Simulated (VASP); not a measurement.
Level of theory: PBE GGA, VASP's PBE PAW potentials (set 64) (plane waves; VASP 6.6.1).

VASP ran on this input.

**INCAR**
```
# general
SYSTEM   =  AuAl2
PREC     =  Accurate
ENCUT    =  520
LREAL    =  .FALSE.
LASPH    =  .TRUE.   # aspherical one-centre terms

# electronic loop
EDIFF    =  1E-6   # SCF stop (eV)
NELM     =  100   # most electronic steps
ALGO     =  Normal   # blocked Davidson
LMAXMIX  =  6

# smearing
ISMEAR   =  1   # Methfessel-Paxton
SIGMA    =  0.1

# functional
GGA      =  PE

# ions
ISIF     =  2

# output
LWAVE    =  .FALSE.
LCHARG   =  .FALSE.
```

**POSCAR**
```
AuAl2
1.0
  0.0000000000   3.0000000000   3.0000000000
  3.0000000000   0.0000000000   3.0000000000
  3.0000000000   3.0000000000   0.0000000000
Al Au
2 1
Cart
  1.5000000000   1.5000000000   1.5000000000
  4.5000000000   4.5000000000   4.5000000000
  0.0000000000   0.0000000000   0.0000000000
```

**KPOINTS**
```
K-points
0
Gamma
 7 7 7
0 0 0
```

POTCAR, in this order: Al Au (PBE.64 set). Program: vasp_std.

Output

OSZICAR:
```
       N       E                     dE             d eps       ncg     rms          rms(c)
DAV:   1     0.622710285022E+02    0.62271E+02   -0.72873E+03   496   0.119E+03
DAV:   2    -0.112717100667E+02   -0.73543E+02   -0.65870E+02   568   0.201E+02
DAV:   3    -0.132601149977E+02   -0.19884E+01   -0.18940E+01   604   0.330E+01
DAV:   4    -0.132799256606E+02   -0.19811E-01   -0.19624E-01   576   0.367E+00
DAV:   5    -0.132801694968E+02   -0.24384E-03   -0.24383E-03   612   0.458E-01    0.911E+00
DAV:   6    -0.121025566285E+02    0.11776E+01   -0.64781E+00   552   0.285E+01    0.406E+00
DAV:   7    -0.120316600257E+02    0.70897E-01   -0.29608E-01   512   0.637E+00    0.189E+00
DAV:   8    -0.120037035244E+02    0.27957E-01   -0.25768E-02   564   0.126E+00    0.403E-01
DAV:   9    -0.120026077004E+02    0.10958E-02   -0.37302E-03   556   0.733E-01    0.183E-01
DAV:  10    -0.120027501445E+02   -0.14244E-03   -0.24071E-04   528   0.126E-01    0.348E-02
DAV:  11    -0.120027447984E+02    0.53460E-05   -0.62606E-06   588   0.221E-02    0.133E-02
DAV:  12    -0.120027462883E+02   -0.14898E-05   -0.40097E-06   516   0.139E-02    0.345E-03
DAV:  13    -0.120027463842E+02   -0.95959E-07   -0.14477E-07   308   0.406E-03
   1 F= -.12002746E+02 E0= -.12002679E+02  d E =-.202145E-03
```

### OUTCAR
```
------------------------ aborting loop because EDIFF is reached ----------------------------------------
  FORCE on cell =-STRESS in cart. coord.  units (eV):
  Direction    XX          YY          ZZ          XY          YZ          ZX
  --------------------------------------------------------------------------------------
  Total        1.0595203      1.0595203      1.0595203     -0.0000000      0.0000000      0.0000000
  in kB       31.4359160     31.4359160     31.4359160     -0.0000000      0.0000000      0.0000000
  external PRESSURE =      31.4359160 kB  Pullay stress =       0.0000000 kB
  volume of cell :       54.00
      direct lattice vectors                 reciprocal lattice vectors
     0.000000000  3.000000000  3.000000000    -0.166666667  0.166666667  0.166666667
     3.000000000  0.000000000  3.000000000     0.166666667 -0.166666667  0.166666667
     3.000000000  3.000000000  0.000000000     0.166666667  0.166666667 -0.166666667
 POSITION                                       TOTAL-FORCE (eV/Angst)
 -----------------------------------------------------------------------------------
      1.50000      1.50000      1.50000         0.000000      0.000000      0.000000
      4.50000      4.50000      4.50000        -0.000000     -0.000000     -0.000000
      0.00000      0.00000      0.00000        -0.000000      0.000000     -0.000000
 -----------------------------------------------------------------------------------
    total drift:                                0.000000     -0.000000      0.000000
  FREE ENERGIE OF THE ION-ELECTRON SYSTEM (eV)
  ---------------------------------------------------
  free  energy   TOTEN  =       -12.0027463842 eV

  energy  without entropy=      -12.0025442388  energy(sigma->0) =      -12.00267900
```
(Selected blocks of OUTCAR.)

OUTCAR:
```
 val. band max:        7.7766350602   @ k =  -0.4286   0.1429   0.0000

 cond. band min:       7.9442837190   @ k =   0.2857   0.1429   0.0000


 Fermi energy:         7.7824605091

 k-point     1 :       0.0000    0.0000    0.0000
  band No.  band energies     occupation
      1      -2.7552      2.00000
      2       1.1944      2.00000
      3       1.1944      2.00000
      4       1.1944      2.00000
      5       2.1522      2.00000
      6       2.1522      2.00000
      7      10.0382      0.00000
      8      10.7548      0.00000
      9      10.7548      0.00000
     10      10.7548      0.00000
     11      11.7055      0.00000
     12      11.7055      0.00000

 k-point     2 :       0.1429    0.0000    0.0000
  band No.  band energies     occupation
      1      -2.4893      2.00000
      2       1.1118      2.00000
      3       1.2586      2.00000
      4       1.2586      2.00000
      5       2.1410      2.00000
      6       2.1410      2.00000
      7       7.9766     -0.01925
      8       9.9256      0.00000
      9       9.9256      0.00000
     10      10.3237      0.00000
     11      12.4775      0.00000
     12      12.4775      0.00000

 k-point     3 :       0.2857    0.0000    0.0000
  band No.  band energies     occupation
      1      -1.7463      2.00000
      2       0.9805      2.00000
      3       1.3778      2.00000
      4       1.3778      2.00000
      5       2.1644      2.00000
      6       2.1644      2.00000
      7       5.1028      2.00000
      8       8.9111     -0.00000
      9       8.9111     -0.00000
     10      10.6817      0.00000
     11      11.9979      0.00000
     12      11.9979      0.00000

 k-point     4 :       0.4286    0.0000    0.0000
  band No.  band energies     occupation
      1      -0.8719      2.00000
      2       1.1451      2.00000
      3       1.4324      2.00000
      4       1.4324      2.00000
      5       2.2536      2.00000
      6       2.2536      2.00000
...
```

Unless said otherwise, spin-orbit coupling is left out, though it shifts the bands of the heavy elements here.

The compound is AuAl2 in the fluorite structure. The cell was not relaxed at this level. The electron count is odd and the run is not spin-polarised, which forces a metal.
